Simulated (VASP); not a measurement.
Given:

NaCl is modelled in the cubic space group Fm-3m (No. 225), the rock salt structure, Pearson symbol cF8. Conventional cell: a = b = c = 5.679 Å, α = β = γ = 90.00°. Na on 4a has 6 Cl at 2.839 Å (octahedral). Cl on 4b is coordinated by 6 Na at 2.839 Å (octahedral). (Neighbours: up to the widest gap in distance over summed covalent radii, below 1.35, at either atom; cation-cation and far metal-metal contacts left out.)
(The calculation used a cell of 2 atoms; values per cell refer to that cell.)

The numbers are results of PBE GGA, VASP's PBE PAW potentials (set 64) (plane waves; VASP), not measurements. Run with 480 eV cut-off, 8×8×8 Γ-centred mesh, Gaussian smearing of 0.050 eV, potentials Na_pv Cl.

Each relaxation starts from this cell; other phases were not tried.

Task: The cell is relaxed at 15 GPa. What happens?

Result: The volume per atom goes from 22.89 to 16.95 Å³ (-25.9 %), and the cell becomes a = b = c = 5.1378 Å, α = β = γ = 90.00°, space group Fm-3m. The gap on the mesh goes from 5.03 to 6.43 eV.

Task: The cell is relaxed at 20 GPa. What happens?

Result: The volume per atom goes from 22.89 to 16.07 Å³ (-29.8 %), and the cell becomes a = b = c = 5.0469 Å, α = β = γ = 90.00°, space group Fm-3m. The gap on the mesh goes from 5.03 to 6.76 eV.

Failed runs are left out, and for metals the shear rows, which the mesh's noise covers.

The compound is NaCl in the rock salt structure.
